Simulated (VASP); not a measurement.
Computed with PBE GGA with D4 dispersion, VASP's PBE PAW potentials (set 64) (plane waves; VASP).

Input for VASP

POSCAR:
```
CaO
4.8576270
  0.0000000000   0.4999999856   0.4999999856
  0.4999999856   0.0000000000   0.4999999856
  0.4999999856   0.4999999856   0.0000000000
Ca O
1 1
Cart
  0.0000000000   0.0000000000   0.0000000000
  0.4999999856   0.4999999856   0.4999999856
```

INCAR:
```
ALGO  =  Normal
EDIFF  =  1E-7
ENCUT  =  520
GGA  =  PE
ISIF  =  2
ISMEAR  =  0
IVDW  =  13
LASPH  =  .True.
LCHARG  =  .False.
LREAL  =  .False.
LWAVE  =  .False.
NELM  =  100
PREC  =  Accurate
SIGMA  =  0.05
SYSTEM  =  CaO
```

**KPOINTS**
```
kpoints
0
Gamma
  9 9 9
0 0 0
```

POTCAR, in this order: Ca_sv O (PBE.64 set). Program: vasp_std.

Task: Predict the energy per atom (σ→0), dispersion energy, pressure.

Result: 
```yaml
energy per atom (σ→0): -6.560 eV/atom
dispersion_energy: -7.27 kcal/mol
pressure: -3.12 GPa
```

### OSZICAR
```
...
DAV:   9    -0.128043901808E+02    0.22604E-02   -0.27037E-02  1048   0.132E+00    0.140E-01
DAV:  10    -0.128048307168E+02   -0.44054E-03   -0.23783E-03   924   0.489E-01    0.268E-02
DAV:  11    -0.128048840944E+02   -0.53378E-04   -0.39850E-04  1176   0.162E-01    0.315E-02
DAV:  12    -0.128048685462E+02    0.15548E-04   -0.64780E-05   984   0.858E-02    0.518E-03
DAV:  13    -0.128048684287E+02    0.11759E-06   -0.45773E-06  1104   0.206E-02    0.886E-04
DAV:  14    -0.128048682739E+02    0.15473E-06   -0.22428E-07   964   0.553E-03    0.474E-04
DAV:  15    -0.128048683694E+02   -0.95500E-07   -0.46099E-08   540   0.274E-03
   1 F= -.13120242E+02 E0= -.13120242E+02  d E =-.466641E-14
```

The compound is CaO in the rock salt structure. This cell is one point of a volume scan, at 1.03 of the reference volume.
